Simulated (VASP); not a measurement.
Output of a VASP run:

File OSZICAR:
```
       N       E                     dE             d eps       ncg     rms          rms(c)
DAV:   1     0.214107939467E+03    0.21411E+03   -0.14555E+04  9112   0.171E+03
DAV:   2    -0.206286009353E+02   -0.23474E+03   -0.22508E+03  8752   0.333E+02
DAV:   3    -0.323880766234E+02   -0.11759E+02   -0.11187E+02  9038   0.104E+02
DAV:   4    -0.325354025269E+02   -0.14733E+00   -0.14710E+00  9672   0.123E+01
DAV:   5    -0.325397209307E+02   -0.43184E-02   -0.43181E-02 11660   0.172E+00    0.228E+01
RMM:   6    -0.285716301058E+02    0.39681E+01   -0.38828E+01  8736   0.759E+01    0.154E+01
RMM:   7    -0.290927472578E+02   -0.52112E+00   -0.52924E+00  8736   0.296E+01    0.193E+01
RMM:   8    -0.277717999914E+02    0.13209E+01   -0.17743E+00  8736   0.162E+01    0.623E+00
RMM:   9    -0.276713400371E+02    0.10046E+00   -0.16671E-01  8851   0.474E+00    0.300E+00
RMM:  10    -0.276564916743E+02    0.14848E-01   -0.66882E-02  8890   0.189E+00    0.118E+00
RMM:  11    -0.276521489417E+02    0.43427E-02   -0.15948E-02  9074   0.853E-01    0.498E-01
RMM:  12    -0.276515899177E+02    0.55902E-03   -0.23821E-03  9132   0.324E-01    0.211E-01
RMM:  13    -0.276515204623E+02    0.69455E-04   -0.57437E-04  9309   0.243E-01    0.684E-02
RMM:  14    -0.276515129579E+02    0.75044E-05   -0.21016E-04  8977   0.106E-01    0.466E-02
RMM:  15    -0.276515230778E+02   -0.10120E-04   -0.36894E-05  6267   0.419E-02    0.338E-02
RMM:  16    -0.276515206067E+02    0.24711E-05   -0.10345E-05  5237   0.320E-02
   1 F= -.27651521E+02 E0= -.27651083E+02  d E =-.276515E+02  mag=     4.7544
```

File OUTCAR:
```
------------------------ aborting loop because EDIFF is reached ----------------------------------------
  FORCE on cell =-STRESS in cart. coord.  units (eV):
  Direction    XX          YY          ZZ          XY          YZ          ZX
  --------------------------------------------------------------------------------------
  Total       -0.1207119     -0.1207119     -0.1207119      0.0000000      0.0000000     -0.0000000
  in kB       -4.5605614     -4.5605614     -4.5605614      0.0000000      0.0000000     -0.0000000
  external PRESSURE =      -4.5605614 kB  Pullay stress =       0.0000000 kB
  volume of cell :       42.41
      direct lattice vectors                 reciprocal lattice vectors
     3.487231329  0.000000000  0.000000000     0.286760443  0.000000000  0.000000000
     0.000000000  3.487231329  0.000000000     0.000000000  0.286760443  0.000000000
     0.000000000  0.000000000  3.487231329     0.000000000  0.000000000  0.286760443
 POSITION                                       TOTAL-FORCE (eV/Angst)
 -----------------------------------------------------------------------------------
      0.00000      0.00000      0.00000         0.000000      0.000000      0.000000
      0.00000      1.74362      1.74362         0.000000      0.000000      0.000000
      1.74362      0.00000      1.74362         0.000000      0.000000      0.000000
      1.74362      1.74362      0.00000         0.000000      0.000000      0.000000
 -----------------------------------------------------------------------------------
    total drift:                                0.000000      0.000000      0.000000
  FREE ENERGIE OF THE ION-ELECTRON SYSTEM (eV)
  ---------------------------------------------------
  free  energy   TOTEN  =       -27.6515206067 eV

  energy  without entropy=      -27.6502087954  energy(sigma->0) =      -27.65108334

 total charge

# of ion       s       p       d       tot
------------------------------------------
    1        0.497   0.548   6.148   7.193
    2        0.529   0.560   8.339   9.428
    3        0.529   0.560   8.339   9.428
    4        0.529   0.560   8.339   9.428
--------------------------------------------------
tot          2.083   2.229  31.166  35.478

 magnetization (x)

# of ion       s       p       d       tot
------------------------------------------
    1        0.010   0.004   2.831   2.845
    2       -0.015  -0.040   0.687   0.633
    3       -0.015  -0.040   0.687   0.633
    4       -0.015  -0.040   0.687   0.633
--------------------------------------------------
tot         -0.034  -0.116   4.893   4.743

 reached required accuracy - stopping structural energy minimisation
```
(Selected blocks of OUTCAR.)

### POSCAR
```
Ni3Fe
1
    3.4872313286     0.0000000000     0.0000000000
    0.0000000000     3.4872313286     0.0000000000
    0.0000000000     0.0000000000     3.4872313286
Fe Ni
1 3
Direct
  0.0000000000   0.0000000000   0.0000000000
  0.0000000000   0.5000000000   0.5000000000
  0.5000000000   0.0000000000   0.5000000000
  0.5000000000   0.5000000000   0.0000000000
```

Task: Write an INCAR and KPOINTS that could have produced this output.

Result: Several could match; the one computed here: the input of the run itself, PBEsol GGA, plane waves, VASP's PBE PAW potentials (set 64).

### INCAR
```
! general
SYSTEM =Ni3Fe
PREC   =Normal
ENCUT  =400
LREAL  =F
LASPH  =T   ! aspherical one-centre terms

! electronic loop
EDIFF  =1E-5
NELM   =100   ! most electronic steps
NELMIN =4
ALGO   =Fast
LMAXMIX=4   ! l cut-off of mixed one-centre charges

! smearing
ISMEAR =1   ! Methfessel-Paxton
SIGMA  =0.1   ! width (eV)

! functional
GGA    =PS

! spin
ISPIN  =2
MAGMOM =3.0 3*0.7

! ions
IBRION =2
NSW    =20   ! most ionic steps
ISIF   =2
EDIFFG =-0.03   ! ionic stop

! output
LWAVE  =F
LCHARG =F
LORBIT =10
```

KPOINTS:
```
Automatic mesh
0
Gamma
12 12 12
0 0 0
```

POTCAR, in this order: Fe Ni (PBE.64 set). Program: vasp_std.

The compound is Ni3Fe in the L1_2 structure. It was relaxed first, which changed the volume by -5 %.
